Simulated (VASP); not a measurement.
# Band gap of CaO at several levels of theory, part 2 of 2

How does the band gap of CaO depend on the functional? The starting structure is a measured crystal structure from the Crystallography Open Database. Cell and atoms stay as given. Meshes and data sets differ where the inputs say so.

VASP 6.6.1.

Results so far: LDA 3.463 eV; PBE 3.638 eV; r2SCAN 4.190 eV; TB-mBJ 5.256 eV.

## (6) Bands with HSE06

Level of this step: HSE06; plane waves and PAW (Ca_sv, O) (VASP).

HSE06 mixes in a quarter of exact exchange at short range, at far higher cost; in semiconductors this cures much of the gap error, while metals seldom gain. This run uses a 5×5×5 mesh. Its starting orbitals come from a semilocal run on the same mesh, not shown.

INCAR reads:

```
SYSTEM = CaO
PREC = Accurate
ENCUT = 460
EDIFF = 1E-06
NELM = 100
ISMEAR = 0
SIGMA = 0.03
LREAL = .FALSE.
ALGO = Normal
LHFCALC = .TRUE.
AEXX = 0.25
GGA = PE
HFSCREEN = 0.2
LASPH = .TRUE.
NBANDS = 14
PRECFOCK = Fast
LORBIT = 11
LWAVE = .FALSE.
LCHARG = .FALSE.
KPAR = 4
```

POSCAR reads:

```
CaO
1.0
    0.0000000000      2.4087000000      2.4087000000
    2.4087000000      0.0000000000      2.4087000000
    2.4087000000      2.4087000000      0.0000000000
Ca O
1 1
Direct
    0.0000000000      0.0000000000      0.0000000000
    0.5000000000      0.5000000000      0.5000000000
```

KPOINTS reads:

```
Automatic mesh
0
Gamma
5 5 5
0 0 0
```

KPOINTS_OPT reads:

```
Line mode
10
Line-mode
Reciprocal
  0.00000000   0.00000000   0.00000000 GAMMA
  0.50000000   0.00000000   0.50000000 X

  0.50000000   0.00000000   0.50000000 X
  0.50000000   0.25000000   0.75000000 W

  0.50000000   0.25000000   0.75000000 W
  0.37500000   0.37500000   0.75000000 K

  0.37500000   0.37500000   0.75000000 K
  0.00000000   0.00000000   0.00000000 GAMMA

  0.00000000   0.00000000   0.00000000 GAMMA
  0.50000000   0.50000000   0.50000000 L

  0.50000000   0.50000000   0.50000000 L
  0.62500000   0.25000000   0.62500000 U

  0.62500000   0.25000000   0.62500000 U
  0.50000000   0.25000000   0.75000000 W

  0.50000000   0.25000000   0.75000000 W
  0.50000000   0.50000000   0.50000000 L

  0.50000000   0.50000000   0.50000000 L
  0.37500000   0.37500000   0.75000000 K

  0.62500000   0.25000000   0.62500000 U
  0.50000000   0.00000000   0.50000000 X
```

PAW data sets: Ca_sv and O (PBE family, release 64).

The run is started by

```bash
mpirun -np 4 vasp_std
```

Numbers of over 12 decimals in the logs are rounded to 6 here.

Log:

```text
[banner, memory and clock lines left out]
running    4 mpi-ranks, on    1 nodes
[...]
LDA part: xc-table for (Slater+PW92), standard interpolation
 found WAVECAR, reading the header
 POSCAR, INCAR and KPOINTS ok, starting setup
[...]
reading WAVECAR
 the WAVECAR file was read successfully
 initial charge from wavefunction
 entering main loop
       N       E                     dE             d eps       ncg     rms          rms(c)
DAV:   1    -0.149383240347E+02   -0.14938E+02   -0.50274E-01   296   0.885E+00    0.118E+00
DAV:   2    -0.149017513036E+02    0.36573E-01   -0.93541E-02   304   0.350E+00    0.422E-01
DAV:   3    -0.149044304679E+02   -0.26792E-02   -0.20718E-02   312   0.113E+00    0.402E-01
DAV:   4    -0.149031072681E+02    0.13232E-02   -0.21175E-03   306   0.537E-01    0.191E-01
[...]
DAV:   8    -0.149027493506E+02    0.53366E-05   -0.53687E-06   328   0.256E-02    0.188E-02
DAV:   9    -0.149027476867E+02    0.16639E-05   -0.24628E-06   280   0.162E-02    0.101E-02
DAV:  10    -0.149027475028E+02    0.18391E-06   -0.51494E-07   140   0.808E-03
   1 F= -.14902748E+02 E0= -.14902748E+02  d E =-.120285E-14
 Start KPOINTS_OPT (optional k-point list driver)
k-point batch [1-10\100]
       N       E                     dE             ncg
DAV:   1    -0.713330852846E+03   -0.35239E+04      280
DAV:   2    -0.206924777655E+04   -0.13559E+04      340
DAV:   3    -0.215499545466E+04   -0.85748E+02      316
DAV:   4    -0.215750424261E+04   -0.25088E+01      406
DAV:   5    -0.215754964682E+04   -0.45404E-01      348
DAV:   6    -0.215755047989E+04   -0.83307E-03      394
DAV:   7    -0.215755050536E+04   -0.25472E-04      326
DAV:   8    -0.215755050576E+04   -0.40011E-06      194
[...]
k-point batch [91-100\100]
       N       E                     dE             ncg
DAV:   1    -0.820669035075E+03   -0.72288E+04      280
DAV:   2    -0.211187815210E+04   -0.12912E+04      316
DAV:   3    -0.218327384901E+04   -0.71396E+02      376
DAV:   4    -0.218603055124E+04   -0.27567E+01      436
DAV:   5    -0.218610186309E+04   -0.71312E-01      402
DAV:   6    -0.218610424831E+04   -0.23852E-02      490
DAV:   7    -0.218610436055E+04   -0.11225E-03      404
DAV:   8    -0.218610436215E+04   -0.15950E-05      368
DAV:   9    -0.218610436224E+04   -0.93068E-07      284
```

It took 3.2 min on 4 MPI ranks of Intel Xeon 6975P-C (Granite Rapids), shared host; peak memory 1 GiB; 13 min of CPU time.

Parts of OUTCAR (step 6):

```text
 POSITION                                       TOTAL-FORCE (eV/Angst)
 -----------------------------------------------------------------------------------
      0.00000      0.00000      0.00000         0.000000     -0.000000     -0.000000
      2.40870      2.40870      2.40870        -0.000000      0.000000      0.000000
 -----------------------------------------------------------------------------------
    total drift:                                0.000000      0.000000      0.000000

  FREE ENERGIE OF THE ION-ELECTRON SYSTEM (eV)
  ---------------------------------------------------
  free  energy   TOTEN  =       -14.9027475028 eV

  energy  without entropy=      -14.9027475028  energy(sigma->0) =      -14.90274750

[... 1 part as in an earlier step ...]

[... 2 further parts left out ...]
[key lines of the parts left out:]
E-fermi :   1.3938
```

HSE06 gives a least gap of 5.321 eV, and a least direct gap of 5.746 eV. The least gap is +1.858 eV from that of LDA, on another mesh, which alone can move a gap by some hundredths of an eV.

## (7) Bands with PBE0

PBE0 keeps a quarter of exact exchange at all ranges; it tends to overshoot small gaps. This run uses a 5×5×5 mesh. It starts from the orbitals of an earlier run, not shown.

Edit INCAR of step 6 so:

```diff
@@ -12,3 +12,2 @@
 GGA = PE
-HFSCREEN = 0.2
 LASPH = .TRUE.
@@ -16,2 +15,3 @@
 PRECFOCK = Fast
+HFRCUT = -1
 LORBIT = 11
```

POSCAR is that of step 6.

KPOINTS is that of step 6.

KPOINTS_OPT is that of step 6.

The run is started by

```bash
mpirun -np 4 vasp_std
```

Log:

```text
[banner, memory and clock lines left out]
running    4 mpi-ranks, on    1 nodes
[...]
LDA part: xc-table for (Slater+PW92), standard interpolation
 found WAVECAR, reading the header
 POSCAR, INCAR and KPOINTS ok, starting setup
[...]
HFRCUT set to (new)   9.413111
 reading WAVECAR
 the WAVECAR file was read successfully
 initial charge from wavefunction
 entering main loop
       N       E                     dE             d eps       ncg     rms          rms(c)
DAV:   1    -0.154835237869E+02   -0.15484E+02   -0.47477E-01   296   0.880E+00    0.113E+00
DAV:   2    -0.154551028338E+02    0.28421E-01   -0.87478E-02   304   0.334E+00    0.436E-01
DAV:   3    -0.154559243389E+02   -0.82151E-03   -0.23903E-02   304   0.125E+00    0.390E-01
DAV:   4    -0.154552841449E+02    0.64019E-03   -0.19604E-03   344   0.500E-01    0.215E-01
[...]
DAV:   8    -0.154547823479E+02    0.39847E-05   -0.71581E-06   348   0.272E-02    0.194E-02
DAV:   9    -0.154547805607E+02    0.17871E-05   -0.22798E-06   256   0.161E-02    0.105E-02
DAV:  10    -0.154547803809E+02    0.17981E-06   -0.85233E-07   140   0.943E-03
   1 F= -.15454780E+02 E0= -.15454780E+02  d E =-.984480E-35
 Start KPOINTS_OPT (optional k-point list driver)
k-point batch [1-10\100]
       N       E                     dE             ncg
DAV:   1    -0.750895092582E+03   -0.35615E+04      280
DAV:   2    -0.213270769204E+04   -0.13818E+04      340
DAV:   3    -0.221916583522E+04   -0.86458E+02      316
DAV:   4    -0.222163116209E+04   -0.24653E+01      400
DAV:   5    -0.222167648499E+04   -0.45323E-01      348
DAV:   6    -0.222167730947E+04   -0.82448E-03      386
DAV:   7    -0.222167733411E+04   -0.24634E-04      322
DAV:   8    -0.222167733450E+04   -0.39632E-06      206
[...]
k-point batch [91-100\100]
       N       E                     dE             ncg
DAV:   1    -0.862282471304E+03   -0.72704E+04      280
DAV:   2    -0.217643834758E+04   -0.13142E+04      310
DAV:   3    -0.224786442746E+04   -0.71426E+02      382
DAV:   4    -0.225061280146E+04   -0.27484E+01      430
DAV:   5    -0.225068486606E+04   -0.72065E-01      402
DAV:   6    -0.225068721087E+04   -0.23448E-02      490
DAV:   7    -0.225068731832E+04   -0.10745E-03      412
DAV:   8    -0.225068731956E+04   -0.12472E-05      344
DAV:   9    -0.225068731966E+04   -0.93986E-07      284
```

Wall time 2.9 min (4 MPI ranks); peak memory 0.65 GiB; 11 min of CPU time.

Parts of OUTCAR (step 7):

```text
 POSITION                                       TOTAL-FORCE (eV/Angst)
 -----------------------------------------------------------------------------------
      0.00000      0.00000      0.00000         0.000000      0.000000      0.000000
      2.40870      2.40870      2.40870         0.000000      0.000000      0.000000
 -----------------------------------------------------------------------------------
    total drift:                                0.000000      0.000000      0.000000

  FREE ENERGIE OF THE ION-ELECTRON SYSTEM (eV)
  ---------------------------------------------------
  free  energy   TOTEN  =       -15.4547803809 eV

  energy  without entropy=      -15.4547803809  energy(sigma->0) =      -15.45478038

[... 2 parts as in an earlier step ...]

[... 1 further part left out ...]
[key lines of the parts left out:]
E-fermi :   1.1169
```

PBE0 gives a least gap of 6.040 eV, and a least direct gap of 6.472 eV. The least gap is +2.577 eV from that of LDA, on another mesh, which alone can move a gap by some hundredths of an eV.

## (8) Bands with r2SCAN-EpsX

Here the share of exact exchange is set to the inverse of the computed dielectric constant, since screening weakens exchange. This run uses a 5×5×5 mesh. It starts from the orbitals of an earlier run, not shown.

Edit INCAR of step 7 so:

```diff
@@ -10,4 +10,4 @@
 LHFCALC = .TRUE.
-AEXX = 0.25
-GGA = PE
+AEXX = 0.26
+METAGGA = R2SCAN
 LASPH = .TRUE.
```

POSCAR is that of step 7.

KPOINTS is that of step 7.

KPOINTS_OPT is that of step 7.

The run is started by

```bash
mpirun -np 4 vasp_std
```

Log:

```text
[banner, memory and clock lines left out]
running    4 mpi-ranks, on    1 nodes
[...]
[... a notice as in an earlier step ...]

 LDA part: xc-table for (None), standard interpolation
 found WAVECAR, reading the header
 POSCAR, INCAR and KPOINTS ok, starting setup
[...]
HFRCUT set to (new)   9.413111
 reading WAVECAR
 the WAVECAR file was read successfully
 initial charge from wavefunction
 entering main loop
       N       E                     dE             d eps       ncg     rms          rms(c)
DAV:   1    -0.205583187174E+02   -0.20558E+02   -0.75684E-01   296   0.111E+01    0.137E+00
DAV:   2    -0.205178015817E+02    0.40517E-01   -0.12714E-01   304   0.423E+00    0.557E-01
DAV:   3    -0.205161258936E+02    0.16757E-02   -0.39134E-02   310   0.178E+00    0.459E-01
DAV:   4    -0.205162349494E+02   -0.10906E-03   -0.27360E-03   330   0.539E-01    0.288E-01
[...]
DAV:   8    -0.205152819602E+02    0.96873E-05   -0.13588E-05   318   0.376E-02    0.242E-02
DAV:   9    -0.205152793794E+02    0.25809E-05   -0.32546E-06   280   0.201E-02    0.141E-02
DAV:  10    -0.205152786760E+02    0.70334E-06   -0.16566E-06   268   0.134E-02
   1 F= -.20515279E+02 E0= -.20515279E+02  d E =-.986127E-39
 Start KPOINTS_OPT (optional k-point list driver)
k-point batch [1-10\100]
       N       E                     dE             ncg
DAV:   1    -0.806218051699E+03   -0.36168E+04      280
DAV:   2    -0.223115873152E+04   -0.14249E+04      340
DAV:   3    -0.231963980348E+04   -0.88481E+02      324
DAV:   4    -0.232198670874E+04   -0.23469E+01      398
DAV:   5    -0.232203107817E+04   -0.44369E-01      356
DAV:   6    -0.232203192883E+04   -0.85066E-03      390
DAV:   7    -0.232203195439E+04   -0.25556E-04      340
DAV:   8    -0.232203195482E+04   -0.42604E-06      200
[...]
k-point batch [91-100\100]
       N       E                     dE             ncg
DAV:   1    -0.921535206972E+03   -0.73297E+04      280
DAV:   2    -0.227542483601E+04   -0.13539E+04      310
DAV:   3    -0.234819842409E+04   -0.72774E+02      382
DAV:   4    -0.235098535422E+04   -0.27869E+01      424
DAV:   5    -0.235105993326E+04   -0.74579E-01      402
DAV:   6    -0.235106239648E+04   -0.24632E-02      484
DAV:   7    -0.235106250897E+04   -0.11249E-03      424
DAV:   8    -0.235106251024E+04   -0.12707E-05      332
DAV:   9    -0.235106251034E+04   -0.97177E-07      296
```

The job ended after 2.9 min (4 MPI ranks; peak memory 0.65 GiB; 11 min of CPU time).

From OUTCAR (step 8):

```text
 POSITION                                       TOTAL-FORCE (eV/Angst)
 -----------------------------------------------------------------------------------
      0.00000      0.00000      0.00000        -0.000000     -0.000000     -0.000000
      2.40870      2.40870      2.40870         0.000000      0.000000      0.000000
 -----------------------------------------------------------------------------------
    total drift:                                0.000000     -0.000000      0.000000

  FREE ENERGIE OF THE ION-ELECTRON SYSTEM (eV)
  ---------------------------------------------------
  free  energy   TOTEN  =       -20.5152786760 eV

  energy  without entropy=      -20.5152786760  energy(sigma->0) =      -20.51527868

[... 2 parts as in an earlier step ...]

[... 1 further part left out ...]
[key lines of the parts left out:]
E-fermi :   0.8383
```

r2SCAN-EpsX gives a least gap of 6.505 eV, and a least direct gap of 6.936 eV. The least gap is +3.042 eV from that of LDA, on another mesh, which alone can move a gap by some hundredths of an eV.

## (9) Comparison

```
      level  gap (eV)  least direct gap (eV)   mesh  core minutes
        LDA     3.463                  3.841  8×8×8         0.253
        PBE     3.638                  4.014  8×8×8         0.293
     r2SCAN      4.19                  4.566  8×8×8         0.853
     TB-mBJ     5.256                  5.563  8×8×8          1.05
      HSE06     5.321                  5.746  5×5×5          12.9
       PBE0      6.04                  6.472  5×5×5          11.4
r2SCAN-EpsX     6.505                  6.936  5×5×5          11.5
```

Core minutes are wall time times ranks of the run shown, on a shared host.

## (10) Outcome

```yaml
gap_lda: 3.463 eV
gap_pbe: 3.638 eV
gap_r2scan: 4.190 eV
gap_tb_mbj: 5.256 eV
gap_hse06: 5.321 eV
gap_pbe0: 6.040 eV
gap_r2scan_epsx: 6.505 eV
```

**Reading.** Without spin-orbit coupling the gap of CaO runs from 3.463 eV (LDA) to 6.505 eV (r2SCAN-EpsX). HSE06 gives +1.68 eV from PBE, on another mesh, which alone can move a gap by some hundredths of an eV. TB-mBJ lies -0.06 eV from HSE06, on another mesh, which alone can move a gap by some hundredths of an eV. These are gaps between Kohn-Sham or generalised Kohn-Sham levels of a static lattice, without excitons or temperature. Further runs on this material are not shown.

[Lines on the potential files, build, host, timing and source positions are cut from VASP's logs without a mark.]

[Logs are printed without paths, hosts, clocks, repeated set-up lines and the standing remarks that a program may print on its own settings, such as how far it seeks lower states.]

[Hosts, paths, dates, database ids (printed as entryN), source tags and the programs' standing remarks are cut or masked in the printed files.]
